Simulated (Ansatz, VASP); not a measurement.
**AgSb2: VASP beside Ansatz**

Wanted: the spread between two codes on one cell, functional and k mesh. The cell is generated by rule, not measured, and may not be a known phase. The cell is taken from a series of runs on this material, whose earlier steps may have relaxed, scaled, displaced or heated it; both programs get it as it stands.

Method: plane waves, with VASP 6.6.1 beside it; zone-centre phonons at LDA, in Ansatz 0.2.0.

The structure was built from a prototype and need not be the compound's stable phase.

## Step 1: The starting structure

The structure is cubic, space group Fm-3m (No. 225). Conventional cell: a = 6.708 Å, b = 6.708 Å, c = 6.708 Å, α = 90.00°, β = 90.00°, γ = 90.00°. Nearest to Sb lie 4 Ag at 2.90 Å. Ag has 8 Sb at 2.90 Å nearest. Farther neighbours are not listed.

## Step 2: Ansatz: zone-centre phonons, LDA

Ansatz runs on its default PAW (the set named soft_2) files.

Second derivatives magnify differences that forces hide, and they need a tight electronic threshold.

File input.yaml:

```yaml
crystal:
  lattice:
    - [0.0, 3.354011377, 3.354011377]
    - [3.354011377, 0.0, 3.354011377]
    - [3.354011377, 3.354011377, 0.0]
  atoms:
    - { symbol: Sb, position: [0.25, 0.25, 0.25] }
    - { symbol: Sb, position: [0.75, 0.75, 0.75] }
    - { symbol: Ag, position: [0.0, 0.0, 0.0] }
kpoints:
  mp_grid: { grid: [10, 10, 10] }
hamiltonian:
  xc: lda
scf:
  occupations: { method: methfessel_paxton, width: 0.15 }
output:
  eigenvalues: true
phonons:
  method: dfpt
  qmesh: [2, 2, 2]
  temperatures: { t_max: 1000, t_step: 50 }
  qpath:
    path:
      - [[0.0, 0.0, 0.0], [0.5, 0.0, 0.5], [0.625, 0.25, 0.625]]
      - [[0.375, 0.375, 0.75], [0.0, 0.0, 0.0], [0.5, 0.5, 0.5], [0.5, 0.25, 0.75], [0.5, 0.0, 0.5]]
    npoints: 10
```

On the command line:

```bash
$ ansatz run input.yaml --threads 4 --pin off --max-ram 7168MiB --backend cpu --events-out ev --progress --plain --runs-dir out
```

Numbers of over 12 decimals in the logs are rounded to 6 here.

Output:

```text
Engine: ansatz 0.2.0, aarch64-unknown-linux-gnu
Pseudopotentials: kind: paw
Pseudopotential: Sb, paw, valence charge 15, recommended cutoff 420 eV (normal), Sb.paw.azcp
Pseudopotential: Ag, paw, valence charge 19, recommended cutoff 420 eV (normal), Ag.paw.azcp
Functional definition: SPW92
  exchange = slater_x
  correlation = pw_c
Crystal: 3 atoms, lattice volume = 75.461 Å³
Basis set: ecut = 420 eV, 1459 PW (Γ), exchange–correlation on 64×64×64 points (8 copies of the dense FFT grid, shifted against one another)
Bands: 30, of which v1, the nominal top of the filled ones, is band 25 counted from 1 (24 counted from 0)
Symmetry: 48 space group operations
k-points: 47 of 1000
Non-local potential: Sb, projectors of the file, l = 0: 2, l = 1: 2, l = 2: 2, l = 3: 2
Non-local potential: Ag, projectors of the file, l = 0: 3, l = 1: 2, l = 2: 2, l = 3: 1
PAW form: soft (Blöchl's): semilocal exchange-correlation on the pseudo side does not see the compensation charge
PAW frozen core: Sb, regenerated for the run's functional, and the local potential with it (the file was generated under x = pbe(κ = 0.804, μ = 0.219515), c = pbe(β = 0.066725))
PAW frozen core: Ag, regenerated for the run's functional, and the local potential with it (the file was generated under x = pbe(κ = 0.804, μ = 0.219515), c = pbe(β = 0.066725))
PAW one-centre angular grid: Sb, 590 points (default); XC on 64 Gauss nodes
PAW one-centre angular grid: Ag, 590 points (default); XC on 64 Gauss nodes
Initial density: superposition of atomic densities (neutral atoms: chi_scale 0, normalization atom), corrected by the library's trained network
Initial wavefunctions: pseudopotential atomic-orbital guess
Functional: x = slater, c = lda
SCF iter   1: F=—  HF=-20129.371750 eV  |F-HF|=—  |Δ(HF+E_count)|=         —  Δρ=1.00e-2  dr2=6.02e-2  ethr=1.77e-3  ⟨swp⟩=6.2  Hψ=5789  notcnv=0
preconditioner: auto → LDOS  [metal: Δε(μ)=0.041 eV  Ē_g=8.861 eV  σ=0.150 eV  W_gap=0.22  n_scr=14 (ndim 8)  ℏωp=19.6 eV  f_vac=0.040  D(μ)=2.10/eV (n_scr^D=14)  β→1.0]
SCF iter   2: F=—  HF=-20129.360782 eV  |F-HF|=—  |Δ(HF+E_count)|=   1.10e-2  S|Δr|=    0.00e0  Δρ=4.73e-3  dr2=1.15e-2  ethr=1.23e-4  ⟨swp⟩=2.0  Hψ=2888  notcnv=0
SCF iter   3: F=—  HF=-20129.355791 eV  |F-HF|=—  |Δ(HF+E_count)|=   4.99e-3  S|Δr|=    0.00e0  Δρ=1.35e-3  dr2=1.23e-3  ethr=2.35e-5  ⟨swp⟩=2.0  Hψ=2520  notcnv=0
SCF iter   4: F=—  HF=-20129.355502 eV  |F-HF|=—  |Δ(HF+E_count)|=   2.89e-4  S|Δr|=    0.00e0  Δρ=2.27e-4  dr2=4.42e-5  ethr=2.51e-6  ⟨swp⟩=2.1  Hψ=1801  notcnv=0
SCF iter   5: F=—  HF=-20129.355490 eV  |F-HF|=—  |Δ(HF+E_count)|=   1.26e-5  S|Δr|=    0.00e0  Δρ=4.37e-5  dr2=1.56e-6  ethr=9.03e-8  ⟨swp⟩=2.6  Hψ=2174  notcnv=0
SCF iter   6: F=—  HF=-20129.355488 eV  |F-HF|=—  |Δ(HF+E_count)|=   1.77e-6  S|Δr|=    0.00e0  Δρ=4.85e-6  dr2=1.19e-8  ethr=3.19e-9  ⟨swp⟩=2.0  Hψ=2333  notcnv=0
SCF iter   7: F=—  HF=-20129.355488 eV  |F-HF|=—  |Δ(HF+E_count)|=   5.26e-9  S|Δr|=    0.00e0  Δρ=5.54e-7  dr2=2.69e-10  ethr=2.43e-11  ⟨swp⟩=2.0  Hψ=2400  notcnv=0
SCF iter   8: F=-20129.355488 eV  HF=-20129.355488 eV  |F-HF|=3.64e-12  |Δ(HF+E_count)|=  1.27e-10  S|Δr|=    0.00e0  Δρ=7.61e-8  dr2=3.98e-12  ethr=1.00e-12  ⟨swp⟩=7.8  Hψ=8196  notcnv=0
SCF 1 converged in 8 iterations: F = -20129.355488 eV  dr2 = 3.98e-12
  greatest PAW one-centre occupation: 1.002 electrons in one spin orbital (limit 2), on the Ag atom at site 2 (counted from 0), in its partial waves of l = 0
phonons: the bands overlap, so this run is a metal and interpolates without the dipole-dipole term. If the crystal is really an insulator or semiconductor, its LO-TO splitting is missing
NSCF: frozen V_eff on 47 k-points
WARN: eigensolver did not converge (k=23): 1 band(s) unlocked after 20 sweeps at ethr=1.60e-12 eV (storage-precision floor; scheduled 1.00e-12 eV) (lowest unlocked band 29, counted from 0; max residual 4.43e-6 eV among the unlocked bands, 4.43e-6 eV over every band; other slots of this pass that fall short are told together in one closing line; warning suppressed until the next SCF loop or pass starts)
WARN: eigensolver did not converge in 3 slots of this pass, the one above among them; of largest residual over every band (k=28): 1 band(s) unlocked (lowest unlocked band 29, counted from 0; max residual 9.61e-6 eV among the unlocked bands, 9.61e-6 eV over every band); of lowest unlocked band (k=23): band 29
NSCF: frozen V_eff on 102 k-points
DFPT response loops at q = (0, 0, 0) (fractional): preconditioner auto → Kerker (q_TF=auto, 2.539 Å⁻¹) (partly filled bands, converged f_vac=0.044); β = 1.00, the filter's whole step (`scf.mixing.beta` (0.50) is not read by the response loops under this deck's `scf.mixing.preconditioner`; to damp them name `kerker` or `kerker_dos`, under which they read `scf.mixing.beta`, and type it under 1.00, their step now; both keys bind the ground state too); Broyden in place of MSR1
NSCF: frozen V_eff on 564 k-points
DFPT response loops at q = (0, 0, -0.5) (fractional): mixed as the last ones told, above
NSCF: frozen V_eff on 342 k-points
DFPT response loops at q = (0, -0.5, -0.5) (fractional): mixed as the last ones told, above
SCF converged after 8 iterations
Stability not checked: this state was not tested for a lower state beside it, because cold or Methfessel-Paxton smearing, or corrected tetrahedra, fill the levels in a way that the test cannot read (fill_not_monotonic; see scf.lower_state_search)
Free energy (F): -20129.355488 eV
Harris-Foulkes:  -20129.355488 eV  (|F-HF|=3.64e-12)
Internal energy: -20129.352890 eV  (E = F + TS)
E sigma→0 (E₀):  -20129.354839 eV
Entropy (-TS):   -0.002598 eV (-0.866 meV/atom)
Fermi energy:    11.947764 eV
--- Per-component energies (eV) ---
  E_band       = -635.403168
  E_kinetic    = 944.989665
  E_local      = -6059.218114  (includes V_loc(G=0)·N_el)
  E_nonlocal   = 817.516266
  E_hartree    = 2745.985220
  E_xc         = -460.669985
  E_vxc        = -430.812627  (∫ρ·V_xc dr)
  E_paw        = -12621.301571  (= ΣΔE_a)
  E_vpaw       = -1399.849077  (= ΣTr[D̂ρ^β])
  E_aug_tail   = 0.000253  (compensation charges beyond the density's cutoff)
  E_ewald      = -5498.497079
  E_core_change = 1.842455  (= ΣΔE_core)
  E_smearing   = -0.002598  (= −TS)
  E_closure    = 0.000000  (closes the sum)
  Σ components = -20129.355488   (vs F -20129.355488, Δ=0.00e0)
--- Band table (eV; the first three rows and the last of 47) ---
  k-point 0: bands = [... 21 lower, 11.2548, 11.2548, 11.2548, 12.8484, 12.8484, 12.8484, 14.9594, 14.9594, ... 1 higher]
  k-point 1: bands = [... 21 lower, 10.7088, 11.1094, 11.1094, 12.6580, 12.7465, 12.7465, 14.9295, 15.1621, ... 1 higher]
  k-point 2: bands = [... 21 lower, 9.8423, 10.7743, 10.7743, 12.1820, 12.4675, 12.4675, 15.1533, 15.7739, ... 1 higher]
  k-point 46: bands = [... 21 lower, 6.8741, 7.9191, 10.3982, 12.2412, 14.5512, 15.4027, 16.1212, 16.4912, ... 1 higher]
--- Phonons (Γ-DFPT): 2 representative perturbations + reference (Σ response iterations 6) ---
  ASR residual: 1.052e-4 → 0.000e0 eV/Å²; symmetrization residual: 8.881e-5 eV/Å²
  ASR residual per site (eV/Å²): 1.05e-4 1.05e-4 6.87e-5
  Γ frequencies (cm⁻¹): 0.00 0.00 0.00 82.10 82.10 82.10 109.08 109.08 109.08
--- Phonons (arbitrary-q DFPT): 3 irreducible q on the 2×2×2 mesh ---
  q = [0.0000, 0.0000, 0.0000] (star 1, of the zone-centre solve; hermiticity 5.43e-5, symmetrization 6.94e-12): -0.00 0.00 0.00 82.10 82.10 82.10 109.08 109.08 109.08
  q = [0.0000, 0.0000, -0.5000] (star 4, 2 solved perturbations on 282 of 1000 k-point pairs; hermiticity 3.93e-5, symmetrization 1.40e-5): 33.29 33.29 62.25 84.83 84.83 111.74 122.69 125.11 125.11
  q = [0.0000, -0.5000, -0.5000] (star 3, 4 solved perturbations in 546 linear systems a pass and spin channel, the states on 171 of 1000 k-point pairs; hermiticity 2.32e-5, symmetrization 3.60e-8): 37.95 37.95 65.22 65.22 78.00 93.08 108.81 111.43 111.43
  sum rule: each row above includes the acoustic sum rule's correction from the zone centre's row sums; it moved no ω² by more than (0.48 cm⁻¹)²
  mesh force constants: q→R imaginary residual 3.94e-17; ASR residual 1.052e-4 → 0.000e0 eV/Å²; symmetrization residual 3.997e-15 eV/Å²
  interpolated dispersion: 62 rows × 9 modes
  density of states and harmonic sums: on the 16×16×16 q-mesh, interpolated from the force constants of a 2×2×2 supercell (no non-analytic term)
  largest difference from the sums on the solved wave vectors: F 8.69e-2 eV, S 1.19e-4 and C_V 3.23e-5 eV/K
  zero-point energy: 0.046151 eV/cell   skipped modes (ω ≤ 0): 3   left out of the sums: 8.14e-5 of the cell's modes: C_V's classical limit lies that fraction below 3 k_B per atom; for a crystal, a wire or a layer, F and S can be off by more, and a phonons.interpolated_qmesh denser along its periods is the remedy for the sampling
```

The column dr2 measures how far the density is from self-consistency, as an energy; F and HF (Harris–Foulkes) agree once it is small.

[end of part 1 of 2]

[Lines on the potential files, build, host, timing and source positions are cut from VASP's logs without a mark.]

[Logs are printed without paths, hosts, clocks, repeated set-up lines and the standing remarks that a program may print on its own settings, such as how far it seeks lower states.]

[Hosts, paths, dates, database ids (printed as entryN), source tags and the programs' standing remarks are cut or masked in the printed files.]
